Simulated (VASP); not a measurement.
Crystal: Cd.

```
Cd
1.0
     2.97887    0.00000    0.00000
    -1.48944    2.57978    0.00000
     0.00000    0.00000    5.61765
Cd
2
Direct
  0.33333 0.66667 0.25000
  0.66667 0.33333 0.75000
```

```yaml
Program: VASP 6.6.1
Task: relaxation of cell and atoms
Functional: r2SCAN
Potentials_or_basis: VASP PAW PBE potentials, release 64 (Cd)
Cutoff: 600 eV
k_mesh: 18 × 18 × 8
Occupations: methfessel-paxton, width 0.1 eV
Spin: no spin polarisation
```

At the start: pressure 0.7 GPa; volume 21.59 Å³/atom.

**Question.** Where does the relaxation end?

**Answer.** Over 7 steps the energy falls by 3.4 meV/atom and the volume is 22.11 Å³/atom (+2.4 %); space group P6_3/mmc (No. 194, to 0.05 Å).

Step by step:
```tsv
step	energy change (eV)	largest force (eV/Å)	pressure (GPa)	volume (Å³)
1	0.0000	0.0000	0.70	43.17
2	-0.0028	0.0000	0.02	43.76
3	-0.0034	0.0000	-0.54	44.28
4	-0.0053	0.0000	-0.44	44.36
5	-0.0053	0.0000	-0.04	44.56
6	-0.0066	0.0000	-0.28	44.45
7	-0.0068	0.0000	-0.02	44.22
```

Final structure:
```
Cd
1.0
     2.96674    0.00000    0.00000
    -1.48337    2.56927    0.00000
     0.00000    0.00000    5.80198
Cd
2
Direct
  0.33333 0.66667 0.25000
  0.66667 0.33333 0.75000
```

Caveat: the PAW data sets were made with another functional, which shifts forces and pressure a little.
